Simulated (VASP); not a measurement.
Level of theory: MS2 meta-GGA, VASP's PBE PAW potentials (set 64) (plane waves; VASP).

The input files of a VASP run:

### INCAR
```
ALGO = Normal
EDIFF = 1E-6
EDIFFG = -0.01
ENCUT = 520
IBRION = 2
ISIF = 3
ISMEAR = 0
LASPH = .TRUE.
LCHARG = .FALSE.
LMIXTAU = .TRUE.
LREAL = .FALSE.
LWAVE = .FALSE.
METAGGA = MS2
NELM = 100
NSW = 60
PREC = Accurate
SIGMA = 0.05
SYSTEM = LiF
```

File KPOINTS:
```
Automatic
0
Gamma
10 10 10
0 0 0
```

### POSCAR
```
LiF
1
    0.0000000000     1.9851194719     1.9851194719
    1.9851194719     0.0000000000     1.9851194719
    1.9851194719     1.9851194719    -0.0000000000
Li F
1 1
Direct
  0.0000000000   0.0000000000   0.0000000000
  0.5000000000   0.5000000000   0.5000000000
```

POTCAR, in this order: Li_sv F (PBE.64 set). Program: vasp_std.

Output

OSZICAR:
```
       N       E                     dE             d eps       ncg     rms          rms(c)
DAV:   1     0.195095699292E+02    0.19510E+02   -0.56378E+03   918   0.108E+03
DAV:   2    -0.159477924669E+02   -0.35457E+02   -0.34606E+02   912   0.199E+02
DAV:   3    -0.166558015336E+02   -0.70801E+00   -0.70652E+00  1148   0.262E+01
DAV:   4    -0.166635301052E+02   -0.77286E-02   -0.77259E-02  1070   0.262E+00
DAV:   5    -0.166636058427E+02   -0.75738E-04   -0.75736E-04  1108   0.174E-01    0.401E+00
DAV:   6    -0.133593737147E+02    0.33042E+01   -0.13892E+00   944   0.195E+01    0.213E+00
DAV:   7    -0.177876048515E+02   -0.44282E+01   -0.97772E+00   846   0.344E+01    0.515E+00
DAV:   8    -0.152837208058E+02    0.25039E+01   -0.78207E-01   848   0.105E+01    0.364E+00
DAV:   9    -0.151706633449E+02    0.11306E+00   -0.71177E-01   846   0.841E+00    0.578E+00
DAV:  10    -0.143946421462E+02    0.77602E+00   -0.10345E+00   864   0.110E+01    0.216E+00
DAV:  11    -0.130765189069E+02    0.13181E+01   -0.13889E+00   847   0.104E+01    0.105E+00
DAV:  12    -0.130228079219E+02    0.53711E-01   -0.23043E-02   913   0.203E+00    0.724E-01
DAV:  13    -0.130711243222E+02   -0.48316E-01   -0.29956E-02   846   0.204E+00    0.355E-01
DAV:  14    -0.130741553818E+02   -0.30311E-02   -0.35782E-03   929   0.821E-01    0.116E-01
DAV:  15    -0.130740952935E+02    0.60088E-04   -0.21576E-04   928   0.173E-01    0.447E-02
DAV:  16    -0.130742981892E+02   -0.20290E-03   -0.22165E-04   857   0.227E-01    0.198E-02
DAV:  17    -0.130743817151E+02   -0.83526E-04   -0.59329E-05   849   0.112E-01    0.165E-02
DAV:  18    -0.130743602674E+02    0.21448E-04   -0.72749E-06  1270   0.338E-02    0.135E-02
DAV:  19    -0.130744087860E+02   -0.48519E-04   -0.18711E-05   846   0.542E-02    0.108E-02
DAV:  20    -0.130744155455E+02   -0.67596E-05   -0.29846E-06   965   0.206E-02    0.631E-03
DAV:  21    -0.130744175206E+02   -0.19751E-05   -0.27995E-06  1060   0.163E-02    0.165E-03
DAV:  22    -0.130744198299E+02   -0.23093E-05   -0.49013E-07   856   0.837E-03    0.357E-04
DAV:  23    -0.130744210038E+02   -0.11739E-05   -0.24328E-08   425   0.229E-03    0.220E-04
DAV:  24    -0.130744210118E+02   -0.79559E-08   -0.84050E-09   426   0.119E-03
   1 F= -.13074421E+02 E0= -.13074421E+02  d E =-.130744E+02
```

OUTCAR:
```
------------------------ aborting loop because EDIFF is reached ----------------------------------------
  FORCE on cell =-STRESS in cart. coord.  units (eV):
  Direction    XX          YY          ZZ          XY          YZ          ZX
  --------------------------------------------------------------------------------------
  Total        0.0068756      0.0068756      0.0068756     -0.0000000      0.0000000      0.0000000
  in kB        0.7040914      0.7040914      0.7040914     -0.0000000      0.0000000      0.0000000
  external PRESSURE =       0.7040914 kB  Pullay stress =       0.0000000 kB
  volume of cell :       15.65
      direct lattice vectors                 reciprocal lattice vectors
     0.000000000  1.985119472  1.985119472    -0.251874009  0.251874009  0.251874009
     1.985119472  0.000000000  1.985119472     0.251874009 -0.251874009  0.251874009
     1.985119472  1.985119472  0.000000000     0.251874009  0.251874009 -0.251874009
  FREE ENERGIE OF THE ION-ELECTRON SYSTEM (eV)
  ---------------------------------------------------
  free  energy   TOTEN  =       -13.0744210118 eV

  energy  without entropy=      -13.0744210118  energy(sigma->0) =      -13.07442101

 reached required accuracy - stopping structural energy minimisation
```
(Selected blocks of OUTCAR.)

**OUTCAR**
```
 val. band max:       -1.1485258265   @ k =   0.0000   0.0000   0.0000

 cond. band min:       8.8449483364   @ k =   0.0000   0.0000   0.0000


 Fermi energy:        -0.9187168586

 k-point     1 :       0.0000    0.0000    0.0000
  band No.  band energies     occupation
      1     -42.9124      2.00000
      2     -22.7473      2.00000
      3      -1.1486      2.00000
      4      -1.1485      2.00000
      5      -1.1485      2.00000
      6       8.8449      0.00000
      7      24.2148      0.00000
      8      24.2148      0.00000
      9      24.2148      0.00000

 k-point     2 :       0.1000    0.0000    0.0000
  band No.  band energies     occupation
      1     -42.9061      2.00000
      2     -22.7099      2.00000
      3      -1.4487      2.00000
      4      -1.1735      2.00000
      5      -1.1735      2.00000
      6       9.1401      0.00000
      7      21.1834      0.00000
      8      22.8202      0.00000
      9      22.8210      0.00000

 k-point     3 :       0.2000    0.0000    0.0000
  band No.  band energies     occupation
      1     -42.8890      2.00000
      2     -22.6082      2.00000
      3      -2.1707      2.00000
      4      -1.2375      2.00000
      5      -1.2375      2.00000
      6       9.7876      0.00000
      7      18.6519      0.00000
      8      21.2470      0.00000
      9      21.2478      0.00000

 k-point     4 :       0.3000    0.0000    0.0000
  band No.  band energies     occupation
      1     -42.8682      2.00000
      2     -22.4789      2.00000
      3      -2.9725      2.00000
      4      -1.3140      2.00000
      5      -1.3139      2.00000
      6      10.2850      0.00000
      7      17.2284      0.00000
      8      19.9265      0.00000
      9      19.9273      0.00000

 k-point     5 :       0.4000    0.0000    0.0000
  band No.  band energies     occupation
      1     -42.8513      2.00000
      2     -22.3696      2.00000
      3      -3.5702      2.00000
...
```

The compound is LiF in the rock salt structure. It was relaxed first. The start is the result of an earlier pass.
